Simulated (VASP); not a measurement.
The system is GeSe (Germanium monoselenide), in a box.

```
CELL_PARAMETERS angstrom
9.00000 0.00000 0.00000
0.00000 9.00000 0.00000
0.00000 0.00000 12.00000
ATOMIC_POSITIONS crystal
Ge 0.50144 0.50233 0.41389
Se 0.50144 0.50233 0.59178
```

Base run:

* Program: VASP 6.6.1
* Functional: BLYP
* Dispersion: D4
* Potentials or basis: VASP PAW PBE potentials, release 64 (Ge_d, Se)
* Cutoff: 520 eV
* k mesh: 1 × 1 × 1
* Occupations: gaussian, width 0.01 eV
* Spin: no spin polarisation

Its results: gap between the frontier levels 3.37 eV; largest force 0.997 eV/Å.

Q: The run is repeated on the same cell with these changes: functional from BLYP to HSE06; further incar settings from ALGO = Normal; EDIFF = 1e-06; NBANDS = 17 to ALGO = Normal; EDIFF = 1e-06. What comes out?

A: Gap between the frontier levels 4.38 eV; largest force 0.112 eV/Å.

Caveats: the PAW data sets were made with another functional, which shifts forces and pressure a little.

A k mesh can miss the band edges.

Not every run made on this cell is shown here.
